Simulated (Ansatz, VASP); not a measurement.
# H109CNO55 in two plane-wave programs, part 2 of 2

Aim: how closely do two programs agree when they are given the same cell, functional and k mesh? Of the first pair: The structure shown is the start of the Ansatz relaxation below; VASP solves that cell, so the two are compared at the walk's first step.

VASP 6.6.1 and Ansatz 0.2.0.

So far. Step 3 (VASP: single point, PBEsol, start cell, pair 1): The run ends at a pressure of -1.01 GPa, with forces up to 2.7 eV/Å.

In doubt: warnings of the run leave room for a lower electronic state (steps 2, 5), so energies may not be the lowest and differences between runs may mislead.

### Step 4. Side by side

Known differences besides the potentials themselves: the cutoff is 420 eV in Ansatz and 520 eV in VASP (PREC = Accurate, projectors in real space); Ansatz makes its cores anew for this functional, VASP keeps those of its PBE data sets. Total energies have different zeros and are not compared.

Forces on 8 of the 166 atoms, those with the largest forces and the largest differences (eV/Å; atoms numbered as in POSCAR):

| atom | Ansatz x, y, z | VASP x, y, z |
| --- | --- | --- |
| N1 | 1.467, 0.335, -0.898 | 1.452, 0.330, -0.880 |
| H2 | -1.519, -0.713, -0.033 | -1.497, -0.704, -0.037 |
| H6 | -0.854, -1.017, 1.265 | -0.810, -1.081, 1.378 |
| H96 | -0.971, 0.209, -1.092 | -0.902, 0.210, -1.019 |
| O111 | -0.650, -1.504, 1.549 | -0.849, -1.666, 1.624 |
| O112 | 1.134, 1.054, 0.049 | 1.520, 1.072, 0.153 |
| O113 | 0.320, 0.058, -0.688 | 0.145, 0.253, -0.937 |
| C166 | -0.231, 1.858, -1.869 | -0.309, 1.861, -1.918 |

The forces differ by 63 meV/Å r.m.s., which is 14.0 % of the r.m.s. force of 0.450 eV/Å (both taken over all components). Moments aren't recorded for both runs of this pair, so they may hold unlike magnetic states. The cell carries a charge of -1 e against a uniform background, so its pressure also hangs on how the neutralising background is counted, and in a defect's cell a gap may be the spacing between its levels.

### Step 5. Ansatz: relaxation, PBEsol

This run makes the geometry at which the two programs are then compared.

The structure compared here is the end of the Ansatz relaxation.

input.yaml

```yaml
crystal:
  lattice:
    - [11.76822, 0.0, 0.0]
    - [0.0, 11.76822, 0.0]
    - [0.0, 0.0, 11.76822]
  atoms:
    - { symbol: "N", position: [0.41289, 0.20657, 0.78335] }
    - { symbol: H, position: [0.50184, 0.23384, 0.77697] }
    - { symbol: H, position: [0.40133, 0.12462, 0.74563] }
    - { symbol: H, position: [0.3921, 0.20318, 0.86687] }
    - { symbol: H, position: [0.36162, 0.27048, 0.74501] }
    - { symbol: O, position: [0.45044, 0.13684, 0.35096] }
    - { symbol: C, position: [0.5114, 0.21001, 0.29573] }
    - { symbol: O, position: [0.61216, 0.21654, 0.32688] }
    - { symbol: O, position: [0.46026, 0.26598, 0.22073] }
    - { symbol: H, position: [0.50852, 0.11602, 0.40869] }
    - { symbol: O, position: [0.46074, 0.82679, 0.0485] }
    - { symbol: H, position: [0.51139, 0.84345, 0.98233] }
    - { symbol: H, position: [0.49961, 0.84991, 0.12044] }
    - { symbol: O, position: [0.44415, 0.48326, 0.24263] }
    - { symbol: H, position: [0.51739, 0.50927, 0.277] }
    - { symbol: H, position: [0.45202, 0.40269, 0.21681] }
    - { symbol: O, position: [0.03924, 0.44406, 0.10567] }
    - { symbol: H, position: [0.95521, 0.44479, 0.09307] }
    - { symbol: H, position: [0.0554, 0.44701, 0.18904] }
    - { symbol: O, position: [0.24776, 0.28758, 0.94649] }
    - { symbol: H, position: [0.25006, 0.37212, 0.95484] }
    - { symbol: H, position: [0.2423, 0.25168, 0.02331] }
    - { symbol: O, position: [0.01981, 0.37265, 0.68558] }
    - { symbol: H, position: [0.95494, 0.38413, 0.73925] }
    - { symbol: H, position: [0.07265, 0.31405, 0.71714] }
    - { symbol: O, position: [0.74931, 0.18982, 0.00503] }
    - { symbol: H, position: [0.81538, 0.14659, 0.97363] }
    - { symbol: H, position: [0.77747, 0.25043, 0.0575] }
    - { symbol: O, position: [0.05022, 0.0578, 0.45467] }
    - { symbol: H, position: [0.12775, 0.09256, 0.45392] }
    - { symbol: H, position: [0.02281, 0.04798, 0.37484] }
    - { symbol: O, position: [0.83976, 0.59946, 0.48471] }
    - { symbol: H, position: [0.83716, 0.60745, 0.56926] }
    - { symbol: H, position: [0.76644, 0.56655, 0.4571] }
    - { symbol: O, position: [0.31877, 0.65371, 0.59478] }
    - { symbol: H, position: [0.29029, 0.64057, 0.51581] }
    - { symbol: H, position: [0.28209, 0.59827, 0.64771] }
    - { symbol: O, position: [0.5937, 0.85378, 0.24751] }
    - { symbol: H, position: [0.6286, 0.93003, 0.26126] }
    - { symbol: H, position: [0.56364, 0.82278, 0.32069] }
    - { symbol: O, position: [0.19251, 0.60907, 0.37834] }
    - { symbol: H, position: [0.12482, 0.66041, 0.37687] }
    - { symbol: H, position: [0.24641, 0.6315, 0.3166] }
    - { symbol: O, position: [0.29536, 0.98474, 0.28994] }
    - { symbol: H, position: [0.28468, 0.97702, 0.206] }
    - { symbol: H, position: [0.35875, 0.03913, 0.30555] }
    - { symbol: O, position: [0.22893, 0.90655, 0.05347] }
    - { symbol: H, position: [0.1667, 0.85688, 0.02377] }
[... 1 line left out ...]
    - { symbol: O, position: [0.35391, 0.34703, 0.60479] }
[... 2 lines left out ...]
    - { symbol: O, position: [0.09332, 0.85883, 0.55714] }
[... 2 lines left out ...]
    - { symbol: O, position: [0.93149, 0.40157, 0.48055] }
[... 2 lines left out ...]
    - { symbol: O, position: [0.55409, 0.77888, 0.45066] }
[... 2 lines left out ...]
    - { symbol: O, position: [0.0951, 0.08493, 0.09577] }
[... 2 lines left out ...]
    - { symbol: O, position: [0.72098, 0.40175, 0.25845] }
[... 2 lines left out ...]
    - { symbol: O, position: [0.60108, 0.87934, 0.8806] }
[... 2 lines left out ...]
    - { symbol: O, position: [0.99859, 0.80703, 0.76745] }
[... 2 lines left out ...]
    - { symbol: O, position: [0.95709, 0.10137, 0.91195] }
[... 2 lines left out ...]
    - { symbol: O, position: [0.19067, 0.53489, 0.94264] }
[... 2 lines left out ...]
    - { symbol: O, position: [0.6026, 0.67275, 0.79923] }
[... 2 lines left out ...]
    - { symbol: O, position: [0.49047, 0.06091, 0.56734] }
[... 2 lines left out ...]
    - { symbol: O, position: [0.36255, 0.61369, 0.07039] }
[... 2 lines left out ...]
    - { symbol: O, position: [0.89628, 0.05684, 0.61793] }
[... 53 lines left out ...]
    - { symbol: O, position: [0.36621, 0.80335, 0.7871] }
[... 2 lines left out ...]
    - { symbol: O, position: [0.28956, 0.0097, 0.71637] }
[... 2 lines left out ...]
    - { symbol: O, position: [0.84331, 0.41012, 0.82446] }
[... 2 lines left out ...]
    - { symbol: O, position: [0.76658, 0.21157, 0.53004] }
[... 2 lines left out ...]
    - { symbol: O, position: [0.52538, 0.24608, 0.99632] }
    - { symbol: H, position: [0.59968, 0.20533, 0.99] }
    - { symbol: H, position: [0.50198, 0.24981, 0.07793] }
    - { symbol: O, position: [0.13654, 0.19308, 0.78774] }
    - { symbol: H, position: [0.16745, 0.1185, 0.76123] }
    - { symbol: H, position: [0.18037, 0.21939, 0.85562] }
    - { symbol: O, position: [0.72554, 0.0436, 0.30673] }
    - { symbol: H, position: [0.69513, 0.12246, 0.29792] }
    - { symbol: H, position: [0.80474, 0.04021, 0.27611] }
    - { symbol: O, position: [0.24128, 0.24919, 0.18162] }
    - { symbol: H, position: [0.1973, 0.29746, 0.23599] }
    - { symbol: H, position: [0.32445, 0.2626, 0.19272] }
total_charge: -1
kpoints:
  mp_grid: { grid: [1, 1, 1] }
hamiltonian:
  xc: pbesol
scf:
  occupations: { method: fermi_dirac, width: 0.01 }
  lower_state_search: "off"
output:
  forces: true
magnetization:
  spin_polarized: true
  initial_magnetization: 1
relax:
  f_tol: 0.05
  max_steps: 90
```

Launch:

```console
ansatz run input.yaml --threads 4 --pin off --max-ram 8192MiB --backend cpu --events-out ev --progress --plain --runs-dir out
```

Numbers of over 12 decimals in the logs are rounded to 6 here.

The program printed:

```text
[...]
Crystal: 166 atoms, lattice volume = 1629.793 Å³
Basis set: ecut = 420 eV, 31799 PW (Γ), exchange–correlation on 160×160×160 points (8 copies of the dense FFT grid, shifted against one another)
Bands: 391, of which v1, the nominal top of the filled ones, is band 225 counted from 1 (224 counted from 0)
Symmetry: 1 space group operations
[...]
k-points: 1
[...]
Starting moments: Σ|m| = 1 μB on 166 of 166 sites
[...]
- { symbol: O, position: [0.506121, 0.015706, 0.514585] }
[...]
- { symbol: O, position: [0.544668, 0.284771, 1.014829] }
[...]
- { symbol: O, position: [0.113345, 0.221711, 0.819329] }
[...]
- { symbol: O, position: [0.734945, 0.016583, 0.257457] }
    - { symbol: H, position: [0.699924, 0.092521, 0.267515] }
    - { symbol: H, position: [0.820262, 0.021972, 0.250960] }
    - { symbol: O, position: [0.225583, 0.249157, 0.184454] }
    - { symbol: H, position: [0.180434, 0.283722, 0.247024] }
    - { symbol: H, position: [0.307955, 0.249408, 0.208913] }
```

### Step 6. VASP: single point, PBEsol, relaxed cell, pair 2

The same cell, functional, mesh and smearing now go to VASP, with its own data sets.

INCAR

```
SYSTEM = H109CNO55
PREC = Accurate
ENCUT = 520
EDIFF = 1E-06
NELM = 200
ISMEAR = -1
SIGMA = 0.01
LREAL = Auto
ALGO = Normal
GGA = PS
NELECT = 449
NBANDS = 340
ISPIN = 2
MAGMOM = -0 -0 0 -0 0 -0 -0 -0 -0 -0 -0 0 -0 -0 -0 -0 0 0 -0 0 -0 -0 0 -0 -0 -0 -0 0 -0 -0 -0 -0 0 0 0 -0 -0 -0 -0 0 0 -0 -0 0 -0 -0 -0 -0 0 0 0 -0 -0 -0 -0 -0 0 -0 -0 0 -0 -0 -0 -0 -0 0 0 -0 -0 0 -0 -0 -0 -0 -0 -0 -0 -0 -0 -0 0 -0 -0 0 -0 -0 -0 -0 -0 -0 -0 -0 -0 0 -0 -0 0 0 -0 -0 -0 -0 0 -0 0 0 -0 -0 -0 0 -0 0 -0 -0 -0 -0 0 0 -0 -0 -0 -0 -0 -0 0 -0 -0 -0 -0 -0 -0 -0 0 0 -0 -0 0 -0 -0 -0 0 0 -0 -0 0 -0 -0 -0 -0 0 -0 -0 -0 -0 -0 0 -0 -0 -0 0 0 -0 -0 -0 0 -0
LORBIT = 11
LWAVE = .FALSE.
LCHARG = .FALSE.
ISIF = 2
LASPH = .TRUE.
GGA_COMPAT = .FALSE.
```

POSCAR

```
H109CNO55
1.0
   11.7682200000      0.0000000000      0.0000000000
    0.0000000000     11.7682200000      0.0000000000
    0.0000000000      0.0000000000     11.7682200000
N H O C
1 109 55 1
Direct
    0.4454800000      0.2480800000      0.7945300000
    0.5320500000      0.2469100000      0.7726600000
    0.4004700000      0.1749200000      0.7718400000
    0.4414800000      0.2625400000      0.8815700000
    0.4053000000      0.3133700000      0.7474100000
    0.4735800000      0.0858700000      0.4313700000
    0.4596000000      0.8205200000      0.9448000000
    0.5094000000      0.8352000000      0.0734100000
    0.4917200000      0.5192600000      0.3147000000
    0.4292500000      0.4176500000      0.2547800000
    0.9536400000      0.4631300000      0.0976600000
    0.0466200000      0.4337200000      0.1917700000
    0.2334200000      0.4009800000      0.9612400000
    0.2347300000      0.2974200000      0.0450900000
    0.9454100000      0.4081100000      0.7629700000
    0.0509200000      0.3204900000      0.7514800000
    0.8424900000      0.1810800000      0.9639300000
    0.7943000000      0.3027200000      0.9930200000
    0.1102600000      0.0672400000      0.4677100000
    0.0186900000      0.0039800000      0.3884800000
    0.8330100000      0.6014300000      0.5629400000
    0.7697800000      0.5659200000      0.4472700000
    0.2790100000      0.6037100000      0.5113900000
    0.2615800000      0.6312600000      0.6400200000
    0.6629800000      0.9101200000      0.1833600000
    0.6009700000      0.8060400000      0.2406700000
    0.1617100000      0.5916300000      0.3740100000
    0.2876900000      0.5346500000      0.3400700000
    0.2569300000      0.9176200000      0.2329900000
    0.3183100000      0.0129600000      0.3056500000
[... 130 atom lines left out ...]
    0.7568200000      0.2312800000      0.5456800000
    0.5446700000      0.2847700000      0.0148300000
    0.1133400000      0.2217100000      0.8193300000
    0.7349400000      0.0165800000      0.2574600000
    0.2255800000      0.2491600000      0.1844500000
    0.4969100000      0.2063900000      0.3035300000
```

KPOINTS

```
Automatic mesh
0
Gamma
1 1 1
0 0 0
```

The projector-augmented-wave data sets are N, H, O and C (PBE family, release 64).

Launch:

```console
export OMP_NUM_THREADS=3
mpirun -np 1 vasp_gam
```

The program printed:

```text
[banner, memory and clock lines left out]
running    1 mpi-ranks, on    1 nodes
[...]
Offloading initialized ...    1 GPUs detected
[...]
[... a notice as in an earlier step ...]

 LDA part: xc-table for (Slater+PW92), standard interpolation
 POSCAR, INCAR and KPOINTS ok, starting setup
[...]
entering main loop
       N       E                     dE             d eps       ncg     rms          rms(c)
DAV:   1     0.360359653007E+04    0.36036E+04   -0.24638E+05  1432   0.124E+03
DAV:   2    -0.520871770561E+03   -0.41245E+04   -0.39376E+04  1688   0.310E+02
DAV:   3    -0.902199135073E+03   -0.38133E+03   -0.37862E+03  1704   0.974E+01
DAV:   4    -0.908649776901E+03   -0.64506E+01   -0.64313E+01  1656   0.140E+01
DAV:   5    -0.908770678599E+03   -0.12090E+00   -0.12081E+00  1720   0.179E+00BRMIX: very serious problems
 the old and the new charge density differ
 old charge density:   448.00000 new  449.00000
    0.510E+01
DAV:   6    -0.840547378358E+03    0.68223E+02   -0.21463E+02  1616   0.244E+01    0.190E+01
DAV:   7    -0.839185637987E+03    0.13617E+01   -0.10323E+01  1568   0.487E+00    0.122E+01
DAV:   8    -0.838382343314E+03    0.80329E+00   -0.25777E+00  1576   0.337E+00    0.217E+00
DAV:   9    -0.838309049917E+03    0.73293E-01   -0.40115E-01  1688   0.128E+00    0.836E-01
[...]
DAV:  19    -0.838376246434E+03   -0.39407E-05   -0.63557E-06  1520   0.586E-03    0.292E-03
DAV:  20    -0.838376248737E+03   -0.23031E-05   -0.27588E-06  1224   0.460E-03    0.265E-03
DAV:  21    -0.838376249008E+03   -0.27123E-06   -0.11314E-06  1184   0.292E-03
   1 F= -.83837625E+03 E0= -.83836932E+03  d E =-.138629E-01  mag=    -0.0000
```

Parts of OUTCAR (step 6):

```text
 magnetization (x)
# of ion       s       p       d       tot
------------------------------------------
    1       -0.000  -0.000   0.000  -0.000
    2       -0.000  -0.000   0.000  -0.000
    3       -0.000  -0.000   0.000  -0.000
    4        0.000  -0.000   0.000  -0.000
    5        0.000  -0.000   0.000   0.000
    6       -0.000   0.000   0.000  -0.000
[...]
164        0.000   0.000   0.000   0.000
  165       -0.000  -0.000   0.000  -0.000
  166       -0.000  -0.000   0.000  -0.000
--------------------------------------------------
tot         -0.000  -0.000   0.000  -0.000
```

The run ends at a pressure of -0.20 GPa, with forces up to 0.34 eV/Å.

### Step 7. Comparison

Forces on 7 of the 166 atoms, those with the largest forces and the largest differences (eV/Å; atoms numbered as in POSCAR):

| atom | Ansatz x, y, z | VASP x, y, z |
| --- | --- | --- |
| H30 | 0.007, 0.007, -0.007 | 0.073, 0.119, 0.019 |
| H65 | 0.012, -0.002, -0.008 | 0.111, -0.050, -0.056 |
| H92 | 0.005, 0.007, -0.020 | 0.046, 0.034, -0.147 |
| H102 | -0.011, 0.002, -0.008 | -0.107, -0.019, -0.081 |
| O111 | 0.013, 0.004, 0.000 | -0.115, -0.080, 0.084 |
| O112 | -0.010, -0.016, -0.014 | 0.337, -0.022, 0.033 |
| O113 | 0.000, -0.017, 0.016 | -0.159, 0.173, -0.198 |

The forces differ by 65 meV/Å r.m.s., where the r.m.s. force is 0.007 eV/Å in Ansatz and 0.064 eV/Å in VASP: the atoms lie near their places of rest in Ansatz, so a percentage would say little (all taken over all components). The cell carries a charge of -1 e against a uniform background, so its pressure also hangs on how the neutralising background is counted, and in a defect's cell a gap may be the spacing between its levels.

### Step 8. What came out

```
r.m.s. force difference (single point, PBEsol, start cell, pair 1)   : 14 % of the r.m.s. force
r.m.s. force difference (single point, PBEsol, relaxed cell, pair 2) : 65 meV/Å
```

What this shows: The r.m.s. force difference is 65 meV/Å (single point, PBEsol, relaxed cell, pair 2), beyond the 12 meV/Å picked in this series as the mark of a large difference. What causes the difference of the single point, PBEsol, start cell, pair 1 pair stays open here. What causes the difference of the single point, PBEsol, relaxed cell, pair 2 pair stays open here. Such differences can come from data sets, numerical settings and the points named under the comparisons, not from the functional's error against experiment.

[Lines on the potential files, build, host, timing and source positions are cut from VASP's logs without a mark.]

[Logs are printed without paths, hosts, clocks, repeated set-up lines and the standing remarks that a program may print on its own settings, such as how far it seeks lower states.]

[Hosts, paths, dates, database ids (printed as entryN), source tags and the programs' standing remarks are cut or masked in the printed files.]
